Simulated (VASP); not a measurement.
# InSbO2 (P4/nmm) in VASP: further runs

One crystal, InSbO2, is run at these levels: PBE; tasks: relaxation of cell and atoms.

All numbers are computed with VASP 6.6.1; they aren't measurements. Logs are shortened: lines on timing, memory, paths and dates and some standing lists are left out, and cuts for length are marked.

## (1) Starting point

It takes space group P4/nmm (No. 129, tetragonal). The conventional cell has a = 3.829 Å, b = 3.829 Å, c = 9.632 Å, α = 90.00°, β = 90.00°, γ = 90.00°. Around In (site symmetry 4mm) lie 4 O at 2.47 Å. Sb (site symmetry 4mm) is surrounded by 4 O at 2.12 Å. O (site symmetry 2mm) is surrounded by 2 Sb at 2.12 Å.

The cell was built by a generator and needn't be a form met in nature.

## (2) Relaxation of cell and atoms, PBE

INCAR reads:

```
SYSTEM = InSbO2
PREC = Accurate
ENCUT = 520
EDIFF = 1E-6
ISMEAR = 0
SIGMA = 0.1
LREAL = .FALSE.
LASPH = .TRUE.
NELM = 120
ALGO = Normal
ISIF = 3
LWAVE = .FALSE.
LCHARG = .FALSE.
GGA = PE
IBRION = 2
NSW = 90
EDIFFG = -0.01
KPAR = 4
```

KPOINTS reads:

```
Automatic mesh
0
G
  8 8 4
  0 0 0
```

POSCAR reads:

```
InSbO2
1.0
    3.8290000000      0.0000000000      0.0000000000
    0.0000000000      3.8290000000      0.0000000000
    0.0000000000      0.0000000000      9.6320000000
In Sb O
2 2 4
Direct
    0.0000000000      0.5000000000      0.9034468400
    0.5000000000      0.0000000000      0.0965531600
    0.5000000000      0.0000000000      0.6481519900
    0.0000000000      0.5000000000      0.3518480100
    0.5000000000      0.5000000000      0.7420058100
    0.0000000000      0.0000000000      0.7420058100
    0.0000000000      0.0000000000      0.2579941900
    0.5000000000      0.5000000000      0.2579941900
```

Potentials or basis: VASP PAW PBE potentials, release 64 (In_d, Sb, O).

The run is started by

```
> cat potpaw_PBE.64/In_d/POTCAR potpaw_PBE.64/Sb/POTCAR potpaw_PBE.64/O/POTCAR > POTCAR
> mpirun -np 4 vasp_std > vasp.out
```

OUTCAR:

```text
SYSTEM = InSbO2
   PREC = Accurate
   ENCUT = 520
   EDIFF = 1E-6
   ISMEAR = 0
   LREAL = .FALSE.
   LASPH = .TRUE.
   NELM = 120
   ISIF = 3
   GGA = PE
   IBRION = 2
   NSW = 90
   EDIFFG = -0.01

 ion  position               nearest neighbor table
   1  0.000  0.500  0.903-   5 2.47   6 2.47   6 2.47   5 2.47   2 3.28   2 3.28   2 3.28   2 3.28
                             3 3.66   3 3.66   3 3.66   3 3.66
   2  0.500  0.000  0.097-   7 2.47   8 2.47   8 2.47   7 2.47   1 3.28   1 3.28   1 3.28   1 3.28
                             4 3.66   4 3.66   4 3.66   4 3.66
   3  0.500  0.000  0.648-   5 2.12   6 2.12   5 2.12   6 2.12   1 3.66   1 3.66   1 3.66   1 3.66

   4  0.000  0.500  0.352-   7 2.12   8 2.12   7 2.12   8 2.12   2 3.66   2 3.66   2 3.66   2 3.66

   5  0.500  0.500  0.742-   3 2.12   3 2.12   1 2.47   1 2.47
   6  0.000  0.000  0.742-   3 2.12   3 2.12   1 2.47   1 2.47
   7  0.000  0.000  0.258-   4 2.12   4 2.12   2 2.47   2 2.47
   8  0.500  0.500  0.258-   4 2.12   4 2.12   2 2.47   2 2.47

  LATTYP: Found a simple tetragonal cell.
 ALAT       =     3.8290000000
 C/A-ratio  =     2.5155393053

  Lattice vectors:

 A1 = (   3.8290000000,   0.0000000000,   0.0000000000)
 A2 = (   0.0000000000,   3.8290000000,   0.0000000000)
 A3 = (   0.0000000000,   0.0000000000,   9.6320000000)

Analysis of symmetry for initial positions (statically):
=====================================================================
 Subroutine PRICEL returns:
 Original cell was already a primitive cell.

 Routine SETGRP: Setting up the symmetry group for a
 simple tetragonal supercell.

 Subroutine GETGRP returns: Found 16 space group operations
 (whereof  8 operations were pure point group operations)
 out of a pool of 16 trial point group operations.

The static configuration has the point symmetry D_2d.
 The point group associated with its full space group is D_4h.

Analysis of symmetry for dynamics (positions and initial velocities):
=====================================================================
 Subroutine PRICEL returns:
 Original cell was already a primitive cell.

 Routine SETGRP: Setting up the symmetry group for a
 simple tetragonal supercell.

 Subroutine GETGRP returns: Found 16 space group operations
 (whereof  8 operations were pure point group operations)
 out of a pool of 16 trial point group operations.

The dynamic configuration has the point symmetry D_2d.
 The point group associated with its full space group is D_4h.

 Subroutine INISYM returns: Found 16 space group operations
 (whereof  8 operations are pure point group operations),
 and found     1 'primitive' translations

----------------------------------------------------------------------------------------

                                     Primitive cell

  volume of cell :     141.2171

  direct lattice vectors                    reciprocal lattice vectors
     3.829000000  0.000000000  0.000000000     0.261164795  0.000000000  0.000000000
     0.000000000  3.829000000  0.000000000     0.000000000  0.261164795  0.000000000
     0.000000000  0.000000000  9.632000000     0.000000000  0.000000000  0.103820598

  length of vectors
     3.829000000  3.829000000  9.632000000     0.261164795  0.261164795  0.103820598

  position of ions in fractional coordinates (direct lattice)
     0.000000000  0.500000000  0.903446840
     0.500000000  0.000000000  0.096553160
     0.500000000  0.000000000  0.648151990
     0.000000000  0.500000000  0.351848010
     0.500000000  0.500000000  0.742005810
     0.000000000  0.000000000  0.742005810
     0.000000000  0.000000000  0.257994190
     0.500000000  0.500000000  0.257994190

  ion indices of the primitive-cell ions
   primitive index   ion index
                 1           1
                 2           2
                 3           3
                 4           4
                 5           5
                 6           6
                 7           7
                 8           8

----------------------------------------------------------------------------------------

 KPOINTS: Automatic mesh

Automatic generation of k-mesh.
 Grid dimensions read from file:
 generate k-points for:    8    8    4

 Generating k-lattice:

  Cartesian coordinates                     Fractional coordinates (reciprocal lattice)
     0.032645599  0.000000000  0.000000000     0.125000000  0.000000000  0.000000000
     0.000000000  0.032645599  0.000000000     0.000000000  0.125000000  0.000000000
     0.000000000  0.000000000  0.025955150     0.000000000  0.000000000  0.250000000

  Length of vectors
     0.032645599  0.032645599  0.025955150

  Shift w.r.t. Gamma in fractional coordinates (k-lattice)
     0.000000000  0.000000000  0.000000000

 Subroutine IBZKPT returns following result:
 ===========================================

 Found     45 irreducible k-points:

 Following reciprocal coordinates:
            Coordinates               Weight
  0.000000  0.000000  0.000000      1.000000
  0.125000  0.000000  0.000000      4.000000
  0.250000  0.000000  0.000000      4.000000
  0.375000  0.000000  0.000000      4.000000
  0.500000  0.000000  0.000000      2.000000
  0.125000  0.125000  0.000000      4.000000
[... 16 lines left out ...]
  0.375000  0.125000  0.250000     16.000000
  0.500000  0.125000  0.250000      8.000000
 [... further k-points ...]
   k-points           NKPTS =     45   k-points in BZ     NKDIM =     45   number of bands    NBANDS=     36
   number of dos      NEDOS =    301   number of ions     NIONS =      8
   total plane-waves  NPLWV =  56448
   dimension x,y,z NGX =    28 NGY =   28 NGZ =   72
   dimension x,y,z NGXF=    56 NGYF=   56 NGZF=  144
   ions per type =               2   2   4
   NGX,Y,Z   is equivalent  to a cutoff of  12.16, 12.16, 12.43 a.u.
   NGXF,Y,Z  is equivalent  to a cutoff of  24.31, 24.31, 24.85 a.u.
 SYSTEM =  InSbO2
   PREC   = accura    normal or accurate (medium, high low for compatibility)
   ISTART =      0    job   : 0-new  1-cont  2-samecut
   ICHARG =      2    charge: 1-file 2-atom 10-const
   ISPIN  =      1    spin polarized calculation?
   LNONCOLLINEAR =      F non collinear calculations
   LSORBIT =      F    spin-orbit coupling
   LASPH  =      T    aspherical Exc in radial PAW
   ENCUT  =  520.0 eV  38.22 Ry    6.18 a.u.   7.12  7.12 17.91*2*pi/ulx,y,z
   NELM   =    120;   NELMIN=  2; NELMDL= -5     # of ELM steps
   EDIFF  = 0.1E-05   stopping-criterion for ELM
   LREAL  =      F    real-space projection
   EDIFFG = -.1E-01   stopping-criterion for IOM
   NSW    =     90    number of steps for IOM
   IBRION =      2    ionic relax: 0-MD 1-quasi-New 2-CG
   NFREE  =      1    steps in history (QN), initial steepest desc. (CG)
   ISIF   =      3    stress and relaxation
   ISYM   =      2    0-nonsym 1-usesym 2-fastsym
   POTIM  = 0.5000    time-step for ionic-motion
   TEBEG  =    0.0;   TEEND  =   0.0 temperature during run
   PSTRESS=    0.0 pullay stress
   NELECT =      60.0000    total number of electrons
   NUPDOWN=      -1.0000    fix difference up-down
   EMIN   =  10.00;   EMAX   =-10.00  energy-range for DOS
   EFERMI =   0.00;   METHOD = LEGACY
   ISMEAR =     0;   SIGMA  =   0.10  broadening in eV -4-tet -1-fermi 0-gaus
   EFERMI_NEDOS =   21; number of points for ismear=-14 and -15
   IALGO  =     38    algorithm
   IMIX   =      4    mixing-type and parameters
     AMIX     =   0.40;   BMIX     =  1.00
     AMIX_MAG =   1.60;   BMIX_MAG =  1.00
  volume/ion in A,a.u.               =      17.65       119.12
  Fermi-wavevector in a.u.,A,eV,Ry     =   1.230730  2.325743 20.608700  1.514697
  Thomas-Fermi vector in A             =   2.365567
   LORBIT       =      0    0 simple, 1 ext, 2 COOP (PROOUT), +10 PAW based schemes
   GGA     = PE    functional components
   LHFCALC =     F    Hartree Fock is set to
   AEXX    =    0.0000 exact exchange contribution
   IVDW    =     0    specifies the selected vdW correction
   LEPSILON=     F    determine dielectric tensor
   LRPA    =     F    only Hartree local field effects (RPA)
 conjugate gradient relaxation of ions
 non-spin polarized calculation
 Gauss-broadening in eV      SIGMA  =   0.10
  energy-cutoff  :      520.00
  volume of cell :      141.22
 maximum number of plane-waves:      3836
   NGX = 15   NGY = 15   NGZ = 35

--------------------------------------- Ionic step        1  -------------------------------------------

 number of electron      59.9999967 magnetization

 Free energy of the ion-electron system (eV)
  ---------------------------------------------------
  ext. energy  EPLUGINS =         0.00000000
  ---------------------------------------------------
  free energy    TOTEN  =       -41.73047078 eV

  energy without entropy =      -41.72716302  energy(sigma->0) =      -41.72881690

------------------------ aborting loop because EDIFF is reached ----------------------------------------

  FORCE on cell =-STRESS in cart. coord.  units (eV):
  Direction    XX          YY          ZZ          XY          YZ          ZX
  --------------------------------------------------------------------------------------
  -------------------------------------------------------------------------------------
  Total        0.1225148      0.1225148     -0.1453105      0.0000000      0.0000000     -0.0000000
  in kB        1.3899908      1.3899908     -1.6486188      0.0000000      0.0000000     -0.0000000
  external PRESSURE =       0.3771209 kB  Pullay stress =       0.0000000 kB
[... 107 lines left out ...]
  FREE ENERGIE OF THE ION-ELECTRON SYSTEM (eV)
  ---------------------------------------------------
  free  energy   TOTEN  =       -41.7370607696 eV

  energy  without entropy=      -41.7314345212  energy(sigma->0) =      -41.73424765

 E-fermi :   6.9473     XC(G=0): -10.0160

 val. band max:        6.9080510528   @ k =   0.5000   0.5000   0.2500
 cond. band min:       7.2987941122   @ k =   0.3750   0.3750   0.0000
 fundamental gap:      0.3907430594
 Fermi energy:         6.9473270591

 k-point     1 :       0.0000    0.0000    0.0000
  band No.  band energies     occupation
      1     -13.5889      2.00000
      2     -13.5559      2.00000
      3     -11.4902      2.00000
      4     -11.4833      2.00000
      5      -7.4504      2.00000
      6      -7.4504      2.00000
[... 925 lines left out ...]
     35      10.7573      0.00000
     36      10.7573      0.00000

 [... further k-points ...]

[... ionic steps 4 to 20 ...]

--------------------------------------- Ionic step       21  -------------------------------------------

 number of electron      59.9999968 magnetization

------------------------ aborting loop because EDIFF is reached ----------------------------------------
[... 79 lines left out ...]
--------------------------------------- Ionic step       23  -------------------------------------------

 number of electron      59.9999968 magnetization

 Free energy of the ion-electron system (eV)
  ---------------------------------------------------
  ext. energy  EPLUGINS =         0.00000000
  ---------------------------------------------------
  free energy    TOTEN  =       -41.74944198 eV

  energy without entropy =      -41.74442404  energy(sigma->0) =      -41.74693301

 E-fermi :   6.8179     XC(G=0):  -9.9169

 val. band max:        6.7465105186   @ k =   0.1250   0.1250   0.0000
 cond. band min:       6.8220317775   @ k =   0.5000   0.5000   0.2500
 fundamental gap:      0.0755212589
 Fermi energy:         6.8178523588

 k-point     1 :       0.0000    0.0000    0.0000
  band No.  band energies     occupation
      1     -13.7438      2.00000
      2     -13.7184      2.00000
      3     -11.6334      2.00000
      4     -11.6268      2.00000
      5      -7.5955      2.00000
      6      -7.5955      2.00000
[... 962 lines left out ...]
  FREE ENERGIE OF THE ION-ELECTRON SYSTEM (eV)
  ---------------------------------------------------
  free  energy   TOTEN  =       -41.7494419758 eV

  energy  without entropy=      -41.7444240397  energy(sigma->0) =      -41.74693301

 reached required accuracy - stopping structural energy minimisation
```

Wall time 6.7 min (4 MPI ranks of Intel Xeon 6975P-C (Granite Rapids), shared host); peak memory 0.37 GiB.

Results:

```yaml
Free_energy: -41.7494 eV
Relaxed_volume: 18.11 Å³/atom
Relaxed_cell: a = 3.842 Å, b = 3.842 Å, c = 9.817 Å, α = 90.00°, β = 90.00°, γ = 90.00°
Space_group_after_relaxing_to_0.05_Å: P4/nmm (No. 129)
Energy_gained_by_relaxing: 2.4 meV/atom
Ionic_steps: 23
Pressure_after_relaxing: 0.0 GPa
Largest_force_after_relaxing: 0.005 eV/Å
Band_gap_on_the_k_mesh: none (metal or under the smearing width)
```

Forces in eV/Å, atoms in the order of the input:
```
In   0.000  0.000  0.000
In   0.000  0.000  0.000
Sb   0.000  0.000 -0.001
Sb   0.000  0.000  0.001
O    0.000  0.000  0.005
O    0.000  0.000  0.005
O    0.000  0.000 -0.005
O    0.000  0.000 -0.005
```

Step by step:
```tsv
step	energy change (eV)	largest force (eV/Å)	pressure (GPa)	volume (Å³)
1	0.0000	0.1729	0.04	141.22
2	-0.0044	0.0772	0.17	141.30
3	-0.0066	0.0560	0.34	141.41
4	-0.0082	0.1153	-0.13	142.39
5	-0.0082	0.1258	-0.21	142.56
6	-0.0093	0.0846	-0.21	142.83
7	-0.0104	0.0469	-0.18	143.26
8	-0.0105	0.1030	-0.11	144.11
9	-0.0108	0.0762	-0.13	143.70
10	-0.0125	0.0664	-0.06	143.75
11	-0.0150	0.0940	0.29	143.89
12	-0.0162	0.0618	-0.09	144.47
13	-0.0162	0.0720	-0.11	144.53
14	-0.0169	0.0617	-0.13	144.64
15	-0.0176	0.0454	-0.16	144.95
16	-0.0182	0.0415	0.15	144.61
17	-0.0182	0.0411	0.14	144.62
18	-0.0188	0.0057	0.07	144.69
19	-0.0189	0.0178	0.05	144.72
20	-0.0190	0.0155	-0.01	144.86
21	-0.0190	0.0146	-0.03	144.92
22	-0.0190	0.0102	0.02	144.89
23	-0.0190	0.0051	0.00	144.90
```

Final structure:
```
In Sb O
1.0
     3.84200    0.00000    0.00000
     0.00000    3.84200    0.00000
     0.00000    0.00000    9.81653
In Sb O
2 2 4
Cartesian
  0.0000 1.9210 8.8766
  1.9210 0.0000 0.9399
  1.9210 0.0000 6.4555
  0.0000 1.9210 3.3610
  1.9210 1.9210 7.3548
  0.0000 0.0000 7.3548
  0.0000 0.0000 2.4617
  1.9210 1.9210 2.4617
```

## (3) Relaxation of cell and atoms, PBE

This run uses another cell than the first one, of 18.11 Å³/atom, 1.026 times its volume.

INCAR: that of step 2 with these lines changed.

```diff
@@ -3,3 +3,3 @@
 ENCUT = 520
-EDIFF = 1E-6
+EDIFF = 1E-7
 ISMEAR = 0
@@ -15,4 +15,5 @@
 IBRION = 2
-NSW = 90
-EDIFFG = -0.01
+NSW = 60
+EDIFFG = -0.005
+POTIM = 0.3
 KPAR = 4
```

KPOINTS is that of step 2.

POSCAR reads:

```
InSbO2                                  
1.0
    3.8420045027      0.0000000000     -0.0000000000
    0.0000000000      3.8420045027      0.0000000000
    0.0000000000     -0.0000000000      9.8165347668
  In              Sb              O             
     2     2     4
Direct
     0.0000000000000000    0.5000000000000000    0.9042525948981045
     0.5000000000000000    0.0000000000000000    0.0957474051018955
     0.5000000000000000    0.0000000000000000    0.6576194343779234
     0.0000000000000000    0.5000000000000000    0.3423805656220766
     0.5000000000000000    0.5000000000000000    0.7492242629674081
     0.0000000000000000    0.0000000000000000    0.7492242629674081
     0.0000000000000000    0.0000000000000000    0.2507757370325917
     0.5000000000000000    0.5000000000000000    0.2507757370325917
```

Potentials or basis: VASP PAW PBE potentials, release 64 (In_d, Sb, O).

The run is started by

```
> cat potpaw_PBE.64/In_d/POTCAR potpaw_PBE.64/Sb/POTCAR potpaw_PBE.64/O/POTCAR > POTCAR
> mpirun -np 4 vasp_std > vasp.out
```

Run time: 62 s. Hardware: 4 MPI ranks of Intel Xeon 6975P-C (Granite Rapids), shared host; peak memory 0.4 GiB.

Results (log left out):

* Free energy: -41.7526 eV
* Relaxed volume: 18.11 Å³/atom
* Relaxed cell: a = 3.842 Å, b = 3.842 Å, c = 9.818 Å, α = 90.00°, β = 90.00°, γ = 90.00°
* Space group after relaxing (to 0.05 Å): P4/nmm (No. 129)
* Energy gained by relaxing: 0.0 meV/atom
* Ionic steps: 2
* Pressure after relaxing: 0.0 GPa
* Largest force after relaxing: 0.003 eV/Å
* Band gap on the k mesh: none (metal or under the smearing width)

Forces in eV/Å, atoms in the order of the input:
```
In   0.000  0.000  0.000
In   0.000  0.000  0.000
Sb   0.000  0.000  0.003
Sb   0.000  0.000 -0.003
O    0.000  0.000  0.003
O    0.000  0.000  0.003
O    0.000  0.000 -0.003
O    0.000  0.000 -0.003
```

Final structure:
```
In Sb O
1.0
     3.84190    0.00000    0.00000
     0.00000    3.84190    0.00000
     0.00000    0.00000    9.81809
In Sb O
2 2 4
Direct
  0.00000 0.50000 0.90425
  0.50000 0.00000 0.09575
  0.50000 0.00000 0.65762
  0.00000 0.50000 0.34238
  0.50000 0.50000 0.74924
  0.00000 0.00000 0.74924
  0.00000 0.00000 0.25076
  0.50000 0.50000 0.25076
```

Levels at points of the mesh, in eV from the Fermi level:
| k point | band 26 | band 27 | band 28 | band 29 | band 30 | band 31 | band 32 | band 33 | band 34 | band 35 |
| --- | --- | --- | --- | --- | --- | --- | --- | --- | --- | --- |
| (0.00, 0.00, 0.00) | -3.24 | -3.21 | -3.21 | -2.44 | -1.05 | 0.66 | 1.28 | 2.70 | 2.70 | 4.08 |
| (0.50, 0.00, 0.00) | -4.08 | -3.08 | -3.08 | -1.92 | -1.92 | 1.66 | 1.66 | 3.40 | 3.40 | 3.93 |
| (0.50, 0.50, 0.00) | -3.49 | -2.22 | -2.22 | -1.39 | -1.39 | -0.20 | -0.20 | 2.00 | 2.00 | 3.18 |
| (0.00, 0.00, 0.50) | -3.24 | -3.21 | -3.21 | -2.19 | -1.12 | 0.94 | 1.20 | 3.16 | 3.16 | 3.31 |
| (0.50, 0.00, 0.50) | -4.08 | -2.90 | -2.90 | -2.06 | -2.06 | 1.75 | 1.75 | 3.07 | 3.07 | 4.17 |
| (0.50, 0.50, 0.50) | -3.49 | -2.22 | -2.22 | -1.47 | -1.47 | 0.39 | 0.39 | 0.88 | 0.88 | 4.09 |

The run has no spin-orbit coupling, so splittings on Sb are missing.
